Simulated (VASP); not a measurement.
Computed with PW91 GGA, VASP's PBE PAW potentials (set 64) (plane waves; VASP 6.6.1).

A VASP calculation is set up with these files.

**INCAR**
```
! general
SYSTEM = LiCl
PREC   = Accurate
ENCUT  = 520
LREAL  = .False.   ! projection in real space or not
LASPH  = .True.

! electronic loop
EDIFF  = 1E-7
NELM   = 100   ! most electronic steps
ALGO   = Normal   ! blocked Davidson

! smearing
ISMEAR = 0   ! Gaussian
SIGMA  = 0.05

! functional
GGA    = 91   ! PW91

! ions
ISIF   = 2   ! forces and stress, cell fixed

! output
LWAVE  = .False.
LCHARG = .False.
```

**POSCAR**
```
LiCl
1
    0.0000000000     2.5700000000     2.5700000000
    2.5700000000     0.0000000000     2.5700000000
    2.5700000000     2.5700000000     0.0000000000
Li Cl
1 1
Direct
  0.0000000000   0.0000000000   0.0000000000
  0.5000000000   0.5000000000   0.5000000000
```

**KPOINTS**
```
kpoints
0
gamma
9 9 9
```

POTCAR, in this order: Li_sv Cl (PBE.64 set). Program: vasp_std.

The run wrote:

### OSZICAR
```
       N       E                     dE             d eps       ncg     rms          rms(c)
DAV:   1     0.437368487864E+02    0.43737E+02   -0.41274E+03   630   0.101E+03
DAV:   2    -0.559176880390E+01   -0.49329E+02   -0.47802E+02   887   0.164E+02
DAV:   3    -0.746884834177E+01   -0.18771E+01   -0.18738E+01   760   0.385E+01
DAV:   4    -0.751655801000E+01   -0.47710E-01   -0.47681E-01   953   0.565E+00
DAV:   5    -0.751698154510E+01   -0.42354E-03   -0.42353E-03   820   0.536E-01    0.227E+00
DAV:   6    -0.743848313601E+01    0.78498E-01   -0.18989E-01   697   0.249E+00    0.162E+00
DAV:   7    -0.743876325696E+01   -0.28012E-03   -0.57508E-02   907   0.154E+00    0.907E-01
DAV:   8    -0.744267400464E+01   -0.39107E-02   -0.81145E-03   729   0.771E-01    0.144E-01
DAV:   9    -0.744264950727E+01    0.24497E-04   -0.31258E-04   862   0.151E-01    0.425E-02
DAV:  10    -0.744270212470E+01   -0.52617E-04   -0.86571E-05   718   0.846E-02    0.182E-02
DAV:  11    -0.744270709575E+01   -0.49711E-05   -0.37413E-06   965   0.192E-02    0.348E-03
DAV:  12    -0.744270840066E+01   -0.13049E-05   -0.33631E-07   718   0.573E-03    0.201E-03
DAV:  13    -0.744270798322E+01    0.41744E-06   -0.71790E-08   509   0.247E-03    0.321E-04
DAV:  14    -0.744270790741E+01    0.75813E-07   -0.82764E-09   357   0.102E-03
   1 F= -.74427079E+01 E0= -.74427079E+01  d E =-.397564E-11
```

File OUTCAR:
```
------------------------ aborting loop because EDIFF is reached ----------------------------------------
  FORCE on cell =-STRESS in cart. coord.  units (eV):
  Direction    XX          YY          ZZ          XY          YZ          ZX
  --------------------------------------------------------------------------------------
  Total        0.0036175      0.0036175      0.0036175     -0.0000000     -0.0000000      0.0000000
  in kB        0.1707234      0.1707234      0.1707234     -0.0000000     -0.0000000      0.0000000
  external PRESSURE =       0.1707234 kB  Pullay stress =       0.0000000 kB
  volume of cell :       33.95
      direct lattice vectors                 reciprocal lattice vectors
     0.000000000  2.570000000  2.570000000    -0.194552529  0.194552529  0.194552529
     2.570000000  0.000000000  2.570000000     0.194552529 -0.194552529  0.194552529
     2.570000000  2.570000000  0.000000000     0.194552529  0.194552529 -0.194552529
  FREE ENERGIE OF THE ION-ELECTRON SYSTEM (eV)
  ---------------------------------------------------
  free  energy   TOTEN  =        -7.4427079074 eV

  energy  without entropy=       -7.4427079074  energy(sigma->0) =       -7.44270791
```
(Selected blocks of OUTCAR.)

The compound is LiCl in the rock salt structure. The cell was not relaxed at this level.
